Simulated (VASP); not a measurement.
A VASP calculation is set up with these files.

### KPOINTS
```
Automatic mesh
0
Gamma
6 6 6
0 0 0
```

**POSCAR**
```
Li2Se
1
   -0.0000000000     3.0377870861     3.0377870861
    3.0377870861    -0.0000000000     3.0377870861
    3.0377870861     3.0377870861     0.0000000000
Li Se
2 1
Direct
  0.2500000000   0.2500000000   0.2500000000
  0.7500000000   0.7500000000   0.7500000000
  0.0000000000   0.0000000000   0.0000000000
```

**INCAR**
```
ISIF = 3
IBRION = 2
ALGO = Normal
SIGMA = 0.05   ! width (eV)
NSW = 60   ! most ionic steps
ENCUT = 520
GGA = RE   ! revPBE
LASPH = T   ! aspherical one-centre terms
NELM = 100
EDIFF = 1E-6   ! SCF stop (eV)
LMAXMIX = 4
LCHARG = F
PREC = Accurate
ISMEAR = 0
LREAL = F
LWAVE = F
EDIFFG = -0.02
SYSTEM = Li2Se
```

POTCAR, in this order: Li_sv Se (PBE.64 set). Program: vasp_std.

Task: Write an equivalent input for Quantum ESPRESSO's pw.x.

Result: One equivalent input (not run):
```
&CONTROL
  calculation = 'vc-relax'
  pseudo_dir = './pseudo'
  outdir = './out'
  tprnfor = .true.
  tstress = .true.
  nstep = 60
  forc_conv_thr = 0.00078
/
&SYSTEM
  ibrav = 0
  nat = 3
  ntyp = 2
  ecutwfc = 86
  occupations = 'smearing'
  smearing = 'gaussian'
  degauss = 0.003675
  input_dft = 'revpbe'
/
&ELECTRONS
  conv_thr = 7.3e-08
  electron_maxstep = 100
/
&IONS
/
&CELL
/
ATOMIC_SPECIES
  Li 6.940 Li.upf
  Se 78.971 Se.upf
CELL_PARAMETERS angstrom
    -0.0000000    3.0377871    3.0377871
     3.0377871   -0.0000000    3.0377871
     3.0377871    3.0377871    0.0000000
ATOMIC_POSITIONS crystal
  Li   0.2500000  0.2500000  0.2500000
  Li   0.7500000  0.7500000  0.7500000
  Se   0.0000000  0.0000000  0.0000000
K_POINTS automatic
  6 6 6 0 0 0
```
Limits of the translation: the potentials are each code's own (VASP's PAW set, PseudoDojo norm-conserving files in pw.x), so ENCUT and ecutwfc are chosen apart and not converted; conv_thr bounds pw.x's estimated SCF error, while EDIFF bounds the energy change between steps; forc_conv_thr acts on force components and is met together with etot_conv_thr.

The compound is Li2Se in the antifluorite structure. It was relaxed first. The start is the result of an earlier pass.
